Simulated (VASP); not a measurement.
Crystal: AlNi.

```
Al Ni
1.0
     2.88100    0.00000    0.00000
     0.00000    2.88100    0.00000
     0.00000    0.00000    2.88100
Al Ni
1 1
Direct
  0.00000 0.00000 0.00000
  0.50000 0.50000 0.50000
```

```yaml
Program: VASP 6.6.1
Task: relaxation of cell and atoms
Functional: PBEsol
Potentials_or_basis: VASP PAW PBE potentials, release 64 (Al, Ni)
Cutoff: 600 eV
k_mesh: 14 × 14 × 14
Occupations: methfessel-paxton, width 0.1 eV
Spin: no spin polarisation
```

At the start: pressure -3.1 GPa; volume 11.96 Å³/atom.

Question: How do energy, volume and symmetry change on relaxing?

Answer: Over 3 steps the energy falls by 2.2 meV/atom and the volume is 11.73 Å³/atom (-1.9 %); space group Pm-3m (No. 221, to 0.05 Å).

Step by step:
| step | energy change (eV) | largest force (eV/Å) | pressure (GPa) | volume (Å³) |
| --- | --- | --- | --- | --- |
| 1 | 0.0000 | 0.0000 | -3.12 | 23.91 |
| 2 | -0.0016 | 0.0000 | 2.72 | 23.12 |
| 3 | -0.0045 | 0.0000 | 0.00 | 23.46 |

Final structure:
```yaml
crystal:
  lattice:
    - [2.86280, 0.00000, 0.00000]
    - [0.00000, 2.86280, 0.00000]
    - [0.00000, 0.00000, 2.86280]
  atoms:
    - { symbol: Al, position: [0.00000, 0.00000, 0.00000] }
    - { symbol: Ni, position: [0.50000, 0.50000, 0.50000] }
```

Caveat: the PAW data sets were made with another functional, which shifts forces and pressure a little.
